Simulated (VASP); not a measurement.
## Sb (Antimony): how numerical settings change the zone-centre modes

Aim: test the modes of Sb (Antimony) against the numerical settings. The starting structure is a measured crystal structure from the Crystallography Open Database.

Method: Kohn-Sham DFT with plane waves and PAW; LDA, in VASP 6.6.1.

### 1. Starting point

It takes space group R-3m (No. 166, trigonal). Conventional cell: a = 4.308 Å, b = 4.308 Å, c = 11.274 Å, α = 90.00°, β = 90.00°, γ = 120.00°. Sb has 3 Sb at 2.91 Å nearest.

As a file:

```cif
data_structure
_symmetry_space_group_name_H-M 'P 1'
_symmetry_Int_Tables_number 1
_cell_length_a 4.5067
_cell_length_b 4.5067
_cell_length_c 4.5067
_cell_angle_alpha 57.110
_cell_angle_beta 57.110
_cell_angle_gamma 57.110
_cell_volume 60.41
loop_
_atom_site_label
_atom_site_type_symbol
_atom_site_fract_x
_atom_site_fract_y
_atom_site_fract_z
_atom_site_occupancy
Sb1 Sb 0.76651 0.76651 0.76651 1
Sb2 Sb 0.23349 0.23349 0.23349 1
```

### 2. Reference modes

The cell comes from a relaxation at this level, not shown (58.47 Å³).

Contents of INCAR:

```
SYSTEM = Sb
PREC = Accurate
ENCUT = 450
EDIFF = 1E-08
NELM = 100
ISMEAR = 1
SIGMA = 0.15
LREAL = .FALSE.
ALGO = Normal
GGA = CA
NBANDS = 11
LORBIT = 11
LWAVE = .FALSE.
LCHARG = .FALSE.
KPAR = 2
IBRION = 8
ISIF = 2
```

Contents of POSCAR:

```
Sb
1.0
    2.1512309692      1.2420137792      3.6474141679
   -2.1512309692      1.2420137792      3.6474141679
    0.0000000000     -2.4840275584      3.6474141679
Sb
2
Direct
    0.7635715781      0.7635715781      0.7635715781
    0.2364284219      0.2364284219      0.2364284219
```

Contents of KPOINTS:

```
Automatic mesh
0
Gamma
12 12 12
0 0 0
```

PAW data sets: Sb (LDA family, release 64).

Started as:

```
mpirun -np 2 vasp_std
```

Log:

```text
[banner, memory and clock lines left out]
running    2 mpi-ranks, on    1 nodes
 distrk:  each k-point on    1 cores,    2 groups
 distr:  one band on    1 cores,    1 groups

 POSCAR found type information on POSCAR Sb
 POSCAR found :  1 types and       2 ions
 LDA part: xc-table for (Slater(with rela. corr.)+CA(PZ))
 , standard interpolation
 POSCAR, INCAR and KPOINTS ok, starting setup
 FFT: planning ... GRIDC
 FFT: planning ... GRID_SOFT
 FFT: planning ... GRID
 WAVECAR not read
 entering main loop
       N       E                     dE             d eps       ncg     rms          rms(c)
DAV:   1     0.350369308632E+02    0.35037E+02   -0.33764E+03  4158   0.643E+02
DAV:   2    -0.770539033156E+01   -0.42742E+02   -0.41428E+02  5644   0.111E+02
DAV:   3    -0.963380921417E+01   -0.19284E+01   -0.18899E+01  5026   0.267E+01
DAV:   4    -0.965213670181E+01   -0.18327E-01   -0.18317E-01  4636   0.309E+00
DAV:   5    -0.965234638544E+01   -0.20968E-03   -0.20968E-03  4869   0.373E-01    0.322E+00
DAV:   6    -0.963716542237E+01    0.15181E-01   -0.32636E-03  4641   0.311E-01    0.191E+00
DAV:   7    -0.962858522845E+01    0.85802E-02   -0.70418E-03  4572   0.451E-01    0.553E-02
DAV:   8    -0.962859741342E+01   -0.12185E-04   -0.18619E-04  4698   0.984E-02    0.172E-02
DAV:   9    -0.962860104059E+01   -0.36272E-05   -0.13082E-05  4743   0.223E-02    0.579E-03
DAV:  10    -0.962860068439E+01    0.35619E-06   -0.15802E-06  4716   0.695E-03    0.916E-04
DAV:  11    -0.962860071219E+01   -0.27796E-07   -0.14908E-07  4743   0.234E-03    0.357E-04
DAV:  12    -0.962860071179E+01    0.40006E-09   -0.88793E-09  2811   0.524E-04
   1 F= -.96286007E+01 E0= -.96290277E+01  d E =0.128093E-02
 Linear response reoptimize wavefunctions to high precision
DAV:   1    -0.962860071201E+01   -0.21930E-09   -0.14204E-09  3511   0.260E-04
DAV:   2    -0.962860071202E+01   -0.10232E-10   -0.11050E-10  2436   0.814E-05
 Linear response DOF=           2
 Linear response progress:
  Degree of freedom:   1/  2
       N       E                     dE             d eps       ncg     rms          rms(c)
RMM:   1    -0.260282596038E-01   -0.26028E-01    0.21543E-02 39043   0.121E+00
RMM:   2    -0.256793678276E-01    0.34889E-03   -0.17126E-03 30111   0.252E-01    0.496E-02
RMM:   3    -0.256801973038E-01   -0.82948E-06   -0.19162E-05 31721   0.414E-02    0.292E-02
RMM:   4    -0.257287286712E-01   -0.48531E-04    0.52876E-08 31917   0.202E-02    0.235E-03
RMM:   5    -0.257370572531E-01   -0.83286E-05    0.12305E-06 32506   0.381E-03    0.103E-03
RMM:   6    -0.257388603210E-01   -0.18031E-05   -0.16312E-07 30919   0.920E-04    0.314E-04
RMM:   7    -0.257380354429E-01    0.82488E-06   -0.18541E-07 33113   0.237E-04    0.888E-05
RMM:   8    -0.257379896369E-01    0.45806E-07   -0.57329E-08 33863   0.509E-05    0.198E-05
RMM:   9    -0.257379757885E-01    0.13848E-07   -0.11221E-10 33662   0.168E-05    0.202E-06
RMM:  10    -0.257379665344E-01    0.92541E-08    0.25101E-09 33984   0.825E-06    0.740E-07
 first order change of Fermi-energy  -0.21133E-04
 force on displaced ion       1 direction 1 :  -1.815  -0.000  -0.000
 Linear response progress:
  Degree of freedom:   2/  2
       N       E                     dE             d eps       ncg     rms          rms(c)
RMM:   1    -0.270148297197E-01   -0.27015E-01    0.14691E-02  8168   0.122E+00
RMM:   2    -0.257654869624E-01    0.12493E-02   -0.17256E-03  6495   0.261E-01    0.482E-02
RMM:   3    -0.256695490257E-01    0.95938E-04   -0.46064E-05  6906   0.450E-02    0.287E-02
RMM:   4    -0.256031758515E-01    0.66373E-04   -0.25418E-05  6733   0.249E-02    0.690E-03
RMM:   5    -0.256109303831E-01   -0.77545E-05   -0.51009E-07  6952   0.518E-03    0.243E-03
RMM:   6    -0.256127498674E-01   -0.18195E-05   -0.10981E-08  7035   0.108E-03    0.800E-04
RMM:   7    -0.256120453963E-01    0.70447E-06   -0.19854E-08  7092   0.328E-04    0.207E-04
RMM:   8    -0.256120749534E-01   -0.29557E-07   -0.32747E-09  7209   0.579E-05    0.257E-05
RMM:   9    -0.256120920799E-01   -0.17126E-07    0.61428E-10  7233   0.236E-05    0.138E-05
RMM:  10    -0.256120892515E-01    0.28283E-08   -0.82775E-10  7299   0.105E-05    0.308E-06
 first order change of Fermi-energy   0.12866E+00
 force on displaced ion       1 direction 3 :   0.000   0.000  -4.563
 Linear response finished
```

Wall time 6.3 min (2 MPI ranks of AMD EPYC 7R43, shared host); peak memory 1.7 GiB.

Lines that name or quote the potential files are left out of all logs, and their timing lines are given in words.

From OUTCAR (step 2):

```text
ion  position               nearest neighbor table
   1  0.764  0.764  0.764-   2 2.92   2 2.92   2 2.92   2 3.27   2 3.27   2 3.27
   2  0.236  0.236  0.236-   1 2.92   1 2.92   1 2.92   1 3.27   1 3.27   1 3.27

  LATTYP: Found a trigonal (rhomboedric) cell.
 ALAT       =     4.4129381395
 COS(alpha) =     0.5247212476

 Subroutine GETGRP returns: Found 12 space group operations
 (whereof 12 operations were pure point group operations)

The static configuration has the point symmetry D_3d.

 Found    189 irreducible k-points:

   k-points           NKPTS =    189   k-points in BZ     NKDIM =    189   number of bands    NBANDS=     11

   dimension x,y,z NGX =    32 NGY =   32 NGZ =   32
   dimension x,y,z NGXF=    64 NGYF=   64 NGZF=   64

   ENCUT  =  450.0 eV  33.07 Ry    5.75 a.u.   7.63  7.63  7.63*2*pi/ulx,y,z

   NELECT =      10.0000    total number of electrons

 k-points in reciprocal lattice and weights: Automatic mesh
   0.00000000  0.00000000  0.00000000       0.001
   0.08333333 -0.00000000  0.00000000       0.003
   0.16666667 -0.00000000  0.00000000       0.003
   0.25000000  0.00000000  0.00000000       0.003
   0.33333333 -0.00000000  0.00000000       0.003
   0.41666667  0.00000000 -0.00000000       0.003
   0.50000000  0.00000000  0.00000000       0.002
   0.08333333  0.08333333  0.00000000       0.003
   0.16666667  0.08333333  0.00000000       0.007
[...]
-0.41666667  0.50000000  0.41666667       0.003
   0.50000000  0.50000000  0.50000000       0.001

 average (electrostatic) potential at core
       1 -86.3894       2 -86.3894

  Total        0.0009283      0.0009283      0.0021739     -0.0000000      0.0000000      0.0000000
  in kB        0.0254353      0.0254353      0.0595666     -0.0000000      0.0000000      0.0000000
  external PRESSURE =       0.0368124 kB  Pullay stress =       0.0000000 kB

  energy-cutoff  :      450.00
  volume of cell :       58.47
      direct lattice vectors                 reciprocal lattice vectors
     2.151230969  1.242013779  3.647414168     0.232425066  0.134190674  0.091388945
    -2.151230969  1.242013779  3.647414168    -0.232425066  0.134190674  0.091388945
     0.000000000 -2.484027558  3.647414168     0.000000000 -0.268381349  0.091388945

 POSITION                                       TOTAL-FORCE (eV/Angst)
 -----------------------------------------------------------------------------------
      0.00000      0.00000      8.35519         0.000000      0.000000     -0.001133
      0.00000      0.00000      2.58706         0.000000     -0.000000      0.001133
 -----------------------------------------------------------------------------------
    total drift:                               -0.000000     -0.000000      0.000000

 Eigenvectors and eigenvalues of the dynamical matrix
 ----------------------------------------------------

   1 f  =    4.280224 THz    26.893438 2PiTHz  142.772889 cm-1    17.701574 meV
             X         Y         Z           dx          dy          dz
      0.000000  0.000000  8.355185    -0.000000    0.000000   -0.707107
      0.000000  0.000000  2.587057     0.000000    0.000000    0.707107

   2 f  =    2.699194 THz    16.959534 2PiTHz   90.035411 cm-1    11.162963 meV
             X         Y         Z           dx          dy          dz
      0.000000  0.000000  8.355185     0.000001   -0.707107    0.000000
      0.000000  0.000000  2.587057    -0.000001    0.707107    0.000000

   3 f  =    2.699194 THz    16.959534 2PiTHz   90.035411 cm-1    11.162963 meV
             X         Y         Z           dx          dy          dz
      0.000000  0.000000  8.355185     0.707107    0.000001    0.000000
      0.000000  0.000000  2.587057    -0.707107   -0.000001    0.000000

   4 f  =    0.000000 THz     0.000000 2PiTHz    0.000001 cm-1     0.000000 meV
             X         Y         Z           dx          dy          dz
      0.000000  0.000000  8.355185     0.656429    0.262871    0.000000
      0.000000  0.000000  2.587057     0.656429    0.262871    0.000000

   5 f  =    0.000000 THz     0.000000 2PiTHz    0.000000 cm-1     0.000000 meV
             X         Y         Z           dx          dy          dz
      0.000000  0.000000  8.355185     0.000000    0.000000    0.707107
      0.000000  0.000000  2.587057    -0.000000    0.000000    0.707107

   6 f/i=    0.000000 THz     0.000000 2PiTHz    0.000000 cm-1     0.000000 meV
             X         Y         Z           dx          dy          dz
      0.000000  0.000000  8.355185     0.262871   -0.656429    0.000000
      0.000000  0.000000  2.587057     0.262871   -0.656429    0.000000

 ELASTIC MODULI CONTR FROM IONIC RELAXATION (kBar)
 Direction    XX          YY          ZZ          XY          YZ          ZX
 --------------------------------------------------------------------------------
 XX         -78.6508    -70.9454   -133.0572      0.0000     27.7118     -0.0000
 YY         -70.9454    -78.6508   -133.0572     -0.0000    -27.7118      0.0000
 ZZ        -133.0572   -133.0572   -236.6936      0.0000      0.0000     -0.0000
 XY           0.0000     -0.0000      0.0000     -3.8527     -0.0000     26.1794
 YZ          27.7118    -27.7118      0.0000     -0.0000   -199.3246      0.0000
 ZX          -0.0000      0.0000     -0.0000     26.1794      0.0000   -177.8907
 --------------------------------------------------------------------------------
```

Energies printed during the response cycles are not total energies of the cell.

Reference: the zone-centre modes are A1g 142.8, Eg 90.0 cm⁻¹.

### 3. Modes with a 7×7×7 mesh

Against step 2 the input has a 7×7×7 mesh.

INCAR is that of step 2.

POSCAR is that of step 2.

Contents of KPOINTS:

```
Automatic mesh
0
Gamma
7 7 7
0 0 0
```

Started as:

```
mpirun -np 2 vasp_std
```

Log:

```text
[... set-up lines as in an earlier step ...]
 entering main loop
       N       E                     dE             d eps       ncg     rms          rms(c)
DAV:   1     0.334162339093E+02    0.33416E+02   -0.33295E+03   968   0.640E+02
DAV:   2    -0.789729034482E+01   -0.41314E+02   -0.40015E+02  1320   0.109E+02
DAV:   3    -0.965295323029E+01   -0.17557E+01   -0.17406E+01  1188   0.258E+01
DAV:   4    -0.966930081903E+01   -0.16348E-01   -0.16339E-01  1058   0.295E+00
[...]
DAV:   9    -0.964676953574E+01   -0.25561E-05   -0.53452E-06  1103   0.158E-02    0.447E-03
DAV:  10    -0.964676943507E+01    0.10067E-06   -0.60147E-07  1046   0.427E-03    0.247E-03
DAV:  11    -0.964676943069E+01    0.43845E-08   -0.50811E-08  1109   0.125E-03
   1 F= -.96467694E+01 E0= -.96472540E+01  d E =0.145385E-02
 Linear response reoptimize wavefunctions to high precision
DAV:   1    -0.964676943098E+01   -0.29405E-09   -0.45111E-09  1088   0.373E-04
DAV:   2    -0.964676943101E+01   -0.26262E-10   -0.41251E-10   553   0.132E-04
 Linear response DOF=           2
 Linear response progress:
[...]
RMM:  10    -0.258283101517E-01    0.29242E-08    0.10358E-08  6745   0.917E-06    0.680E-07
 first order change of Fermi-energy  -0.34947E-04
 force on displaced ion       1 direction 1 :  -1.641   0.000   0.000
 Linear response progress:
  Degree of freedom:   2/  2
       N       E                     dE             d eps       ncg     rms          rms(c)
RMM:   1    -0.269190569253E-01   -0.26919E-01    0.15586E-02  1879   0.122E+00
RMM:   2    -0.257876035674E-01    0.11315E-02   -0.17107E-03  1517   0.259E-01    0.473E-02
RMM:   3    -0.256988282193E-01    0.88775E-04   -0.44251E-05  1584   0.444E-02    0.281E-02
RMM:   4    -0.256366974759E-01    0.62131E-04   -0.22551E-05  1541   0.235E-02    0.665E-03
RMM:   5    -0.256438880379E-01   -0.71906E-05   -0.50008E-07  1603   0.497E-03    0.235E-03
RMM:   6    -0.256457859179E-01   -0.18979E-05   -0.15181E-08  1608   0.107E-03    0.744E-04
RMM:   7    -0.256451404582E-01    0.64546E-06   -0.16263E-08  1624   0.311E-04    0.195E-04
RMM:   8    -0.256451686434E-01   -0.28185E-07   -0.32305E-09  1663   0.571E-05    0.259E-05
RMM:   9    -0.256451723227E-01   -0.36793E-08   -0.79697E-10  1674   0.205E-05    0.874E-06
 first order change of Fermi-energy   0.76980E+00
 force on displaced ion       1 direction 3 :   0.000   0.000  -4.519
 Linear response finished
```

Elapsed: 62 s, on 2 MPI ranks; peak memory 0.55 GiB.

OUTCAR, selected parts (step 3):

```text
  Total        0.0539937      0.0539937      0.0270183      0.0000000     -0.0000000      0.0000000
  in kB        1.4794634      1.4794634      0.7403199      0.0000000     -0.0000000      0.0000000
  external PRESSURE =       1.2330822 kB  Pullay stress =       0.0000000 kB

 POSITION                                       TOTAL-FORCE (eV/Angst)
 -----------------------------------------------------------------------------------
      0.00000      0.00000      8.35519         0.000000     -0.000000      0.046209
      0.00000      0.00000      2.58706         0.000000      0.000000     -0.046209
 -----------------------------------------------------------------------------------
    total drift:                               -0.000000     -0.000000      0.000000

[... 1 part as in an earlier step ...]

[... 1 further part left out ...]
```

With a 7×7×7 mesh the modes are A1g 142.1, Eg 85.6 cm⁻¹; the largest shift is -4.4 cm⁻¹, in Eg, from the reference.

### 4. Modes with a cutoff of 170 eV

Against step 2 the input has ENCUT = 170.

Changes to INCAR since step 3:

```diff
@@ -2,3 +2,3 @@
 PREC = Accurate
-ENCUT = 450
+ENCUT = 170
 EDIFF = 1E-08
```

POSCAR is that of step 3.

Contents of KPOINTS:

```
Automatic mesh
0
Gamma
12 12 12
0 0 0
```

Started as:

```
mpirun -np 2 vasp_std
```

Log:

```text
[... set-up lines as in an earlier step ...]
 entering main loop
       N       E                     dE             d eps       ncg     rms          rms(c)
DAV:   1     0.117500834629E+02    0.11750E+02   -0.19318E+03  4166   0.289E+02
DAV:   2    -0.892986599126E+01   -0.20680E+02   -0.19921E+02  5427   0.745E+01
DAV:   3    -0.963497882489E+01   -0.70511E+00   -0.70170E+00  4923   0.146E+01
DAV:   4    -0.963829302604E+01   -0.33142E-02   -0.33121E-02  4586   0.115E+00
[...]
DAV:  10    -0.961483397762E+01    0.34045E-06   -0.15817E-06  4668   0.674E-03    0.147E-03
DAV:  11    -0.961483399500E+01   -0.17381E-07   -0.14114E-07  4665   0.212E-03    0.359E-04
DAV:  12    -0.961483399460E+01    0.40149E-09   -0.87631E-09  2769   0.479E-04
   1 F= -.96148340E+01 E0= -.96152595E+01  d E =0.127645E-02
 Linear response reoptimize wavefunctions to high precision
DAV:   1    -0.961483399479E+01   -0.18514E-09   -0.12847E-09  3098   0.222E-04
DAV:   2    -0.961483399480E+01   -0.85834E-11   -0.10638E-10  2385   0.667E-05
 Linear response DOF=           2
 Linear response progress:
[...]
RMM:   8    -0.253869226522E-01   -0.17773E-07   -0.18542E-08 33943   0.331E-05    0.160E-05
RMM:   9    -0.253869018267E-01    0.20825E-07    0.12765E-08 33413   0.159E-05    0.140E-06
RMM:  10    -0.253868961548E-01    0.56719E-08    0.25904E-09 31148   0.594E-06    0.797E-07
 first order change of Fermi-energy  -0.20880E-04
 force on displaced ion       1 direction 1 :  -1.855  -0.000  -0.000
 Linear response progress:
  Degree of freedom:   2/  2
       N       E                     dE             d eps       ncg     rms          rms(c)
RMM:   1    -0.266380815232E-01   -0.26638E-01    0.16268E-02  8388   0.112E+00
RMM:   2    -0.254183445529E-01    0.12197E-02   -0.16229E-03  6533   0.233E-01    0.464E-02
RMM:   3    -0.253246532015E-01    0.93691E-04   -0.35579E-05  6880   0.325E-02    0.276E-02
RMM:   4    -0.252615386734E-01    0.63115E-04   -0.27540E-05  6702   0.254E-02    0.743E-03
[...]
RMM:   8    -0.252691442459E-01   -0.52614E-07   -0.28047E-09  7217   0.398E-05    0.218E-05
RMM:   9    -0.252691621419E-01   -0.17896E-07   -0.10190E-09  7305   0.173E-05    0.165E-05
RMM:  10    -0.252691594768E-01    0.26651E-08   -0.15920E-09  6964   0.756E-06    0.287E-06
 first order change of Fermi-energy   0.12138E+00
 force on displaced ion       1 direction 3 :   0.000   0.000  -4.587
 Linear response finished
```

Run time: 85 s. Hardware: 2 MPI ranks; peak memory 0.54 GiB; 2.8 min of CPU time.

OUTCAR, selected parts (step 4):

```text
  Total       -0.0326363     -0.0326363     -0.0351239     -0.0000000      0.0000000      0.0000000
  in kB       -0.8942568     -0.8942568     -0.9624186     -0.0000000      0.0000000      0.0000000
  external PRESSURE =      -0.9169774 kB  Pullay stress =       0.0000000 kB

 POSITION                                       TOTAL-FORCE (eV/Angst)
 -----------------------------------------------------------------------------------
      0.00000      0.00000      8.35519         0.000000      0.000000     -0.007119
      0.00000      0.00000      2.58706         0.000000      0.000000      0.007119
 -----------------------------------------------------------------------------------
    total drift:                               -0.000000     -0.000000      0.000000

[... 1 part as in an earlier step ...]

[... 1 further part left out ...]
```

With a cutoff of 170 eV the modes are A1g 143.1, Eg 91.0 cm⁻¹; the largest shift is +1.0 cm⁻¹, in Eg, from the reference.

(Part 1 of 2 ends here.)

[Lines on the potential files, build, host, timing and source positions are cut from VASP's logs without a mark.]

[Logs are printed without paths, hosts, clocks, repeated set-up lines and the standing remarks that a program may print on its own settings, such as how far it seeks lower states.]

[Hosts, paths, dates, database ids (printed as entryN), source tags and the programs' standing remarks are cut or masked in the printed files.]
